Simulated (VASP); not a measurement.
# TiO2 (Rutile) with LDA: from relaxation to properties, part 4 of 7

Aim: relax TiO2 (Rutile) with LDA, compute its properties on that cell and hold them against experiment. The start is a cell from a database of measured crystal structures.

VASP 6.6.1, plane waves and PAW; the level of theory is named at each step.

So far, least gap on mesh and path (eV): step 5 (bands along the symmetry lines (LDA)) 1.81. The relaxed cell has a = 4.554, c = 2.922 Å (conventional setting).

## Step 7: Zone-centre phonons (LDA)

Level of this step: LDA; plane waves and PAW (Ti_sv, O) (VASP).

Zone-centre modes test whether the atoms sit at a minimum within this cell. IBRION = 8 takes the force constants from linear response, which needs tightly converged orbitals.

INCAR

```
SYSTEM = TiO2
PREC = Accurate
ENCUT = 520
EDIFF = 1E-08
NELM = 100
ISMEAR = 0
SIGMA = 0.05
LREAL = .FALSE.
ALGO = Normal
GGA = CA
NBANDS = 30
LASPH = .TRUE.
LORBIT = 11
LWAVE = .FALSE.
LCHARG = .FALSE.
KPAR = 4
IBRION = 8
LEPSILON = .TRUE.
ISIF = 2
```

POSCAR

```
TiO2
1.0
    4.5538770754      0.0000000000      0.0000000000
    0.0000000000      4.5538770754      0.0000000000
    0.0000000000      0.0000000000      2.9223175183
Ti O
2 4
Direct
    0.0000000000      0.0000000000      0.0000000000
    0.5000000000      0.5000000000      0.5000000000
    0.3038648979      0.3038648979      0.0000000000
    0.1961351021      0.8038648979      0.5000000000
    0.6961351021      0.6961351021      0.0000000000
    0.8038648979      0.1961351021      0.5000000000
```

KPOINTS

```
Automatic mesh
0
Gamma
10 10 15
0 0 0
```

The projector-augmented-wave data sets are Ti_sv and O (LDA family, release 64).

Command:

```console
mpirun -np 4 vasp_std
```

Log:

```text
[... set-up lines as in an earlier step ...]
 entering main loop
       N       E                     dE             d eps       ncg     rms          rms(c)
DAV:   1     0.655177781386E+03    0.65518E+03   -0.24807E+04 10080   0.189E+03
DAV:   2     0.308372855811E+02   -0.62434E+03   -0.59337E+03 10744   0.553E+02
DAV:   3    -0.708483367329E+02   -0.10169E+03   -0.99267E+02 15246   0.202E+02
DAV:   4    -0.753939695315E+02   -0.45456E+01   -0.45404E+01 13614   0.427E+01
DAV:   5    -0.755697802983E+02   -0.17581E+00   -0.17578E+00 13774   0.716E+00    0.319E+01
DAV:   6    -0.594404914213E+02    0.16129E+02   -0.98730E+01 12322   0.975E+01    0.118E+01
DAV:   7    -0.590483817118E+02    0.39211E+00   -0.14903E+01 12094   0.328E+01    0.853E+00
DAV:   8    -0.589358759721E+02    0.11251E+00   -0.33788E+00 11832   0.187E+01    0.392E+00
DAV:   9    -0.587741701120E+02    0.16171E+00   -0.10137E+00 11896   0.970E+00    0.104E+00
DAV:  10    -0.587826038632E+02   -0.84338E-02   -0.91502E-02 12696   0.242E+00    0.456E-01
DAV:  11    -0.587790793562E+02    0.35245E-02   -0.14073E-02 12544   0.823E-01    0.700E-02
DAV:  12    -0.587792549976E+02   -0.17564E-03   -0.14379E-03 10744   0.433E-01    0.155E-01
DAV:  13    -0.587790365158E+02    0.21848E-03   -0.70145E-04 12290   0.283E-01    0.275E-02
DAV:  14    -0.587790352304E+02    0.12854E-05   -0.48662E-05 12888   0.586E-02    0.970E-03
DAV:  15    -0.587790359223E+02   -0.69191E-06   -0.44383E-06 11788   0.178E-02    0.298E-03
DAV:  16    -0.587790358363E+02    0.85958E-07   -0.39649E-07 13670   0.564E-03    0.180E-03
DAV:  17    -0.587790358299E+02    0.63956E-08   -0.98779E-08 11390   0.269E-03
   1 F= -.58779036E+02 E0= -.58779036E+02  d E =-.703949E-13
 Linear response reoptimize wavefunctions to high precision
DAV:   1    -0.587790358301E+02   -0.19463E-09   -0.34966E-09  6432   0.487E-04
DAV:   2    -0.587790358302E+02   -0.61846E-10   -0.80556E-10  5280   0.237E-04
 Linear response G [H, r] |phi>, progress :
  Direction:   1
       N       E                     dE             d eps       ncg     rms
RMM:   1    -0.230153630766E+03   -0.23015E+03   -0.39540E+03 11360   0.104E+03
RMM:   2    -0.180758484469E+03    0.49395E+02   -0.19924E+02 18278   0.923E+01
RMM:   3    -0.188014346417E+03   -0.72559E+01   -0.48200E+01 24246   0.305E+01
RMM:   4    -0.189084052168E+03   -0.10697E+01   -0.99665E+00 26399   0.130E+01
RMM:   5    -0.189340966446E+03   -0.25691E+00   -0.21155E+00 26722   0.615E+00
RMM:   6    -0.189427789626E+03   -0.86823E-01   -0.66020E-01 26592   0.320E+00
RMM:   7    -0.189450734997E+03   -0.22945E-01   -0.20984E-01 26619   0.168E+00
RMM:   8    -0.189458967713E+03   -0.82327E-02   -0.95509E-02 26906   0.101E+00
RMM:   9    -0.189461605703E+03   -0.26380E-02   -0.37414E-02 26974   0.596E-01
RMM:  10    -0.189462843666E+03   -0.12380E-02   -0.60041E-03 27071   0.386E-01
RMM:  11    -0.189463493558E+03   -0.64989E-03   -0.12514E-02 26900   0.251E-01
RMM:  12    -0.189463886320E+03   -0.39276E-03   -0.98812E-03 26791   0.174E-01
RMM:  13    -0.189464121951E+03   -0.23563E-03   -0.55694E-03 26467   0.121E-01
RMM:  14    -0.189464255812E+03   -0.13386E-03   -0.57065E-03 26045   0.879E-02
RMM:  15    -0.189464341589E+03   -0.85776E-04   -0.35692E-03 25583   0.637E-02
RMM:  16    -0.189464391861E+03   -0.50272E-04   -0.31337E-03 25466   0.476E-02
RMM:  17    -0.189464423381E+03   -0.31520E-04   -0.20484E-03 25309   0.356E-02
RMM:  18    -0.189464444446E+03   -0.21065E-04   -0.19045E-03 25115   0.272E-02
RMM:  19    -0.189464458677E+03   -0.14231E-04   -0.12324E-03 24731   0.209E-02
RMM:  20    -0.189464467709E+03   -0.90317E-05   -0.12942E-03 24284   0.163E-02
RMM:  21    -0.189464474587E+03   -0.68788E-05   -0.87106E-04 23790   0.128E-02
RMM:  22    -0.189464478507E+03   -0.39195E-05   -0.72621E-04 23232   0.102E-02
RMM:  23    -0.189464481566E+03   -0.30590E-05   -0.61583E-04 22618   0.819E-03
RMM:  24    -0.189464483442E+03   -0.18760E-05   -0.57519E-04 22133   0.670E-03
RMM:  25    -0.189464484860E+03   -0.14177E-05   -0.40778E-04 21790   0.555E-03
RMM:  26    -0.189464485659E+03   -0.79994E-06   -0.37596E-04 21293   0.465E-03
RMM:  27    -0.189464486329E+03   -0.66992E-06   -0.28766E-04 20930   0.395E-03
RMM:  28    -0.189464486796E+03   -0.46637E-06   -0.28096E-04 20689   0.340E-03
RMM:  29    -0.189464487106E+03   -0.31019E-06   -0.19695E-04 20334   0.296E-03
RMM:  30    -0.189464487334E+03   -0.22778E-06   -0.18821E-04 20104   0.261E-03
RMM:  31    -0.189464487457E+03   -0.12294E-06   -0.14360E-04 19809   0.233E-03
RMM:  32    -0.189464487458E+03   -0.14343E-08   -0.14538E-04 19570   0.211E-03
RMM:  33    -0.189464487610E+03   -0.15168E-06   -0.10462E-04 19274   0.193E-03
RMM:  34    -0.189464487581E+03    0.28845E-07   -0.97685E-05 18957   0.178E-03
RMM:  35    -0.189464487695E+03   -0.11409E-06   -0.77235E-05 18730   0.166E-03
RMM:  36    -0.189464487587E+03    0.10751E-06   -0.81581E-05 18488   0.156E-03
RMM:  37    -0.189464487657E+03   -0.69857E-07   -0.56679E-05 18167   0.148E-03
RMM:  38    -0.189464487577E+03    0.80250E-07   -0.46391E-05 17938   0.142E-03
RMM:  39    -0.189464487739E+03   -0.16184E-06   -0.44904E-05 17777   0.136E-03
RMM:  40    -0.189464487606E+03    0.13326E-06   -0.33217E-05 17645   0.132E-03
RMM:  41    -0.189464487729E+03   -0.12285E-06   -0.36004E-05 17473   0.128E-03
RMM:  42    -0.189464487646E+03    0.82803E-07   -0.22967E-05 17406   0.125E-03
 Linear response G [H, r] |phi>, progress :
  Direction:   2
       N       E                     dE             d eps       ncg     rms
RMM:   1    -0.233104969342E+03   -0.23310E+03   -0.39123E+03 11349   0.104E+03
 LRF_COMMUTATOR internal error: the vector H(1)-e(1) S(1) |phi(0)> is not orthog
 onal to |phi(0)> (-1.076658641295039E-004,1.845745778439323E-015)
 LRF_COMMUTATOR internal error: the vector H(1)-e(1) S(1) |phi(0)> is not orthog
 onal to |phi(0)> (1.076658644077709E-004,3.191891195797325E-016)
 LRF_COMMUTATOR internal error: the vector H(1)-e(1) S(1) |phi(0)> is not orthog
 onal to |phi(0)> (-1.057877526971021E-004,-2.775557561562891E-016)
 LRF_COMMUTATOR internal error: the vector H(1)-e(1) S(1) |phi(0)> is not orthog
 onal to |phi(0)> (1.057877536099344E-004,-2.761679773755077E-015)
 LRF_COMMUTATOR internal error: the vector H(1)-e(1) S(1) |phi(0)> is not orthog
 onal to |phi(0)> (-1.180373407703161E-004,1.498801083243961E-015)
 LRF_COMMUTATOR internal error: the vector H(1)-e(1) S(1) |phi(0)> is not orthog
 onal to |phi(0)> (1.180373412870139E-004,2.775557561562891E-015)
 LRF_COMMUTATOR internal error: the vector H(1)-e(1) S(1) |phi(0)> is not orthog
 onal to |phi(0)> (-1.046204873257905E-004,3.330669073875470E-016)
[...]
RMM:   7    -0.783494855637E+00   -0.76673E-03   -0.15418E-04 55237   0.508E-02    0.587E-03
RMM:   8    -0.783415162178E+00    0.79693E-04   -0.91031E-05 60690   0.275E-02    0.100E-03
RMM:   9    -0.783393411931E+00    0.21750E-04   -0.47364E-05 64151   0.157E-02    0.906E-04
RMM:  10    -0.783413379295E+00   -0.19967E-04   -0.31741E-05 61127   0.904E-03    0.359E-04
RMM:  11    -0.783417992406E+00   -0.46131E-05   -0.21829E-05 64655   0.580E-03    0.248E-04
RMM:  12    -0.783421998779E+00   -0.40064E-05   -0.19621E-05 63753   0.387E-03    0.199E-04
RMM:  13    -0.783424450854E+00   -0.24521E-05   -0.14462E-05 63096   0.271E-03    0.127E-04
RMM:  14    -0.783423142132E+00    0.13087E-05   -0.12859E-05 61498   0.199E-03    0.590E-05
RMM:  15    -0.783423557904E+00   -0.41577E-06   -0.10109E-05 64315   0.146E-03    0.453E-05
RMM:  16    -0.783423639789E+00   -0.81885E-07   -0.83123E-06 63182   0.110E-03    0.379E-05
RMM:  17    -0.783423920889E+00   -0.28110E-06   -0.58689E-06 58866   0.871E-04    0.128E-05
RMM:  18    -0.783423835391E+00    0.85498E-07   -0.44217E-06 65450   0.677E-04    0.216E-05
RMM:  19    -0.783423802215E+00    0.33176E-07   -0.47314E-06 57566   0.550E-04    0.156E-05
RMM:  20    -0.783423777067E+00    0.25148E-07   -0.42877E-06 63962   0.444E-04    0.205E-05
RMM:  21    -0.783423918731E+00   -0.14166E-06   -0.36950E-06 58398   0.368E-04    0.357E-05
RMM:  22    -0.783423887886E+00    0.30845E-07   -0.32584E-06 56815   0.310E-04    0.343E-05
RMM:  23    -0.783423880907E+00    0.69789E-08   -0.28915E-06 61150   0.258E-04    0.435E-05
RMM:  24    -0.783423846526E+00    0.34381E-07   -0.25970E-06 55164   0.222E-04    0.421E-05
RMM:  25    -0.783423787981E+00    0.58544E-07   -0.23330E-06 59137   0.191E-04    0.399E-05
 first order change of Fermi-energy   0.34683E-03
 force on displaced ion       1 direction 1 : -17.339   4.575   0.000
 Born effective charge ion    1 direction 1 :   6.341   1.012   0.000
 Linear response progress:
  Degree of freedom:   2/  4
       N       E                     dE             d eps       ncg     rms          rms(c)
RMM:   1    -0.711914962192E+00   -0.71191E+00    0.97992E+00 15345   0.983E+01
RMM:   2    -0.683970129183E+00    0.27945E-01   -0.15544E-01 25179   0.280E+00    0.292E-01
RMM:   3    -0.682036763617E+00    0.19334E-02   -0.34208E-02 29845   0.820E-01    0.144E-01
RMM:   4    -0.681969098757E+00    0.67665E-04   -0.12694E-02 32122   0.391E-01    0.304E-02
RMM:   5    -0.682679439477E+00   -0.71034E-03   -0.15866E-03 35689   0.151E-01    0.152E-02
RMM:   6    -0.683201525912E+00   -0.52209E-03   -0.29477E-04 34128   0.597E-02    0.580E-03
RMM:   7    -0.683414791239E+00   -0.21327E-03   -0.11844E-04 33960   0.323E-02    0.193E-03
RMM:   8    -0.683470983930E+00   -0.56193E-04   -0.59809E-05 35293   0.188E-02    0.634E-04
RMM:   9    -0.683458091423E+00    0.12893E-04   -0.38830E-05 36621   0.111E-02    0.503E-04
RMM:  10    -0.683461438762E+00   -0.33473E-05   -0.30058E-05 36458   0.715E-03    0.281E-04
RMM:  11    -0.683468711528E+00   -0.72728E-05   -0.22475E-05 36026   0.497E-03    0.155E-04
RMM:  12    -0.683466457804E+00    0.22537E-05   -0.15976E-05 36573   0.361E-03    0.883E-05
RMM:  13    -0.683468911163E+00   -0.24534E-05   -0.11886E-05 34887   0.277E-03    0.212E-05
RMM:  14    -0.683469322928E+00   -0.41176E-06   -0.91535E-06 37930   0.215E-03    0.567E-05
RMM:  15    -0.683469304911E+00    0.18016E-07   -0.66695E-06 33887   0.174E-03    0.163E-04
RMM:  16    -0.683468989669E+00    0.31524E-06   -0.56862E-06 35480   0.142E-03    0.176E-04
RMM:  17    -0.683468961638E+00    0.28031E-07   -0.42814E-06 36420   0.117E-03    0.194E-04
RMM:  18    -0.683469140205E+00   -0.17857E-06   -0.33564E-06 37418   0.965E-04    0.224E-04
RMM:  19    -0.683468929400E+00    0.21080E-06   -0.27162E-06 30836   0.858E-04    0.197E-04
 first order change of Fermi-energy   0.17045E-02
 force on displaced ion       1 direction 3 :  -0.000   0.000  -1.949
 Born effective charge ion    1 direction 3 :   0.000   0.000   7.662
 Linear response progress:
  Degree of freedom:   3/  4
       N       E                     dE             d eps       ncg     rms          rms(c)
RMM:   1    -0.383926710331E+00   -0.38393E+00    0.11360E-01 56507   0.323E+00
RMM:   2    -0.366597957484E+00    0.17329E-01   -0.21813E-02 45171   0.858E-01    0.254E-01
RMM:   3    -0.368482312334E+00   -0.18844E-02   -0.50064E-03 47942   0.385E-01    0.168E-01
RMM:   4    -0.369443775327E+00   -0.96146E-03   -0.15991E-03 51438   0.206E-01    0.752E-02
RMM:   5    -0.370161379939E+00   -0.71760E-03   -0.41056E-04 54525   0.119E-01    0.289E-02
RMM:   6    -0.370279629467E+00   -0.11825E-03   -0.17372E-04 61350   0.614E-02    0.169E-02
RMM:   7    -0.370279927770E+00   -0.29830E-06   -0.17238E-06 58414   0.343E-02    0.523E-03
RMM:   8    -0.370270409032E+00    0.95187E-05    0.21218E-05 60445   0.184E-02    0.303E-03
RMM:   9    -0.370266313789E+00    0.40952E-05    0.15761E-05 60120   0.102E-02    0.119E-03
RMM:  10    -0.370271322937E+00   -0.50091E-05    0.72864E-06 61076   0.587E-03    0.447E-04
RMM:  11    -0.370271989983E+00   -0.66705E-06    0.10521E-05 62299   0.326E-03    0.455E-04
RMM:  12    -0.370272675288E+00   -0.68531E-06    0.39030E-06 60328   0.203E-03    0.139E-04
RMM:  13    -0.370273142855E+00   -0.46757E-06    0.25103E-06 63586   0.113E-03    0.144E-04
RMM:  14    -0.370273319328E+00   -0.17647E-06    0.16110E-06 59540   0.656E-04    0.591E-05
RMM:  15    -0.370273340456E+00   -0.21128E-07    0.79397E-07 63060   0.410E-04    0.381E-05
RMM:  16    -0.370273480923E+00   -0.14047E-06    0.43492E-07 59832   0.239E-04    0.497E-05
RMM:  17    -0.370273489876E+00   -0.89521E-08    0.29157E-07 62062   0.143E-04    0.283E-05
RMM:  18    -0.370273491190E+00   -0.13145E-08    0.13285E-07 63659   0.870E-05    0.183E-05
RMM:  19    -0.370273493711E+00   -0.25215E-08    0.98232E-08 58895   0.524E-05    0.628E-06
 first order change of Fermi-energy   0.43163E-02
 force on displaced ion       3 direction 1 : -12.222  -6.925   0.000
 Born effective charge ion    3 direction 1 :  -3.171  -1.807   0.000
 Linear response progress:
  Degree of freedom:   4/  4
       N       E                     dE             d eps       ncg     rms          rms(c)
RMM:   1    -0.369095585589E+00   -0.36910E+00    0.13980E-01 53365   0.330E+00
RMM:   2    -0.352638235347E+00    0.16457E-01   -0.25145E-02 45528   0.876E-01    0.202E-01
RMM:   3    -0.355153299831E+00   -0.25151E-02   -0.51371E-03 52646   0.334E-01    0.104E-01
RMM:   4    -0.356966398007E+00   -0.18131E-02   -0.15581E-03 53295   0.187E-01    0.312E-02
RMM:   5    -0.357343312057E+00   -0.37691E-03   -0.40129E-04 59494   0.759E-02    0.864E-03
RMM:   6    -0.357321035307E+00    0.22277E-04   -0.68705E-05 58478   0.314E-02    0.413E-03
RMM:   7    -0.357303886144E+00    0.17149E-04   -0.16948E-05 59332   0.153E-02    0.244E-03
RMM:   8    -0.357288606149E+00    0.15280E-04   -0.54667E-06 58259   0.792E-03    0.810E-04
RMM:   9    -0.357292231044E+00   -0.36249E-05   -0.65348E-06 61290   0.410E-03    0.471E-04
RMM:  10    -0.357292049350E+00    0.18169E-06   -0.37976E-06 62013   0.215E-03    0.184E-04
RMM:  11    -0.357291131459E+00    0.91789E-06   -0.44080E-06 62640   0.117E-03    0.551E-05
RMM:  12    -0.357290816387E+00    0.31507E-06   -0.23953E-06 61897   0.635E-04    0.520E-05
RMM:  13    -0.357290786593E+00    0.29793E-07   -0.11939E-06 62828   0.353E-04    0.296E-05
RMM:  14    -0.357290701925E+00    0.84668E-07   -0.82236E-07 61801   0.204E-04    0.123E-05
RMM:  15    -0.357290716886E+00   -0.14961E-07   -0.50381E-07 62155   0.118E-04    0.880E-06
RMM:  16    -0.357290702353E+00    0.14533E-07   -0.18986E-07 63450   0.674E-05    0.602E-06
RMM:  17    -0.357290686061E+00    0.16291E-07   -0.17802E-07 63449   0.388E-05    0.288E-06
RMM:  18    -0.357290677683E+00    0.83779E-08   -0.87388E-08 61916   0.229E-05    0.263E-06
 first order change of Fermi-energy  -0.56993E-03
 force on displaced ion       3 direction 3 :   0.021   0.021  -8.790
 Born effective charge ion    3 direction 3 :  -0.001  -0.001  -3.832
 Born effective charges drift removed
 Linear response finished
```

Wall time 22 min (4 MPI ranks of Intel Xeon 6975P-C (Granite Rapids), shared host); peak memory 6 GiB.

[end of part 4 of 7]

[Lines on the potential files, build, host, timing and source positions are cut from VASP's logs without a mark.]

[Logs are printed without paths, hosts, clocks, repeated set-up lines and the standing remarks that a program may print on its own settings, such as how far it seeks lower states.]

[Hosts, paths, dates, database ids (printed as entryN), source tags and the programs' standing remarks are cut or masked in the printed files.]

[A measured line is paired with the nearest computed mode of its activity, which favours agreement.]
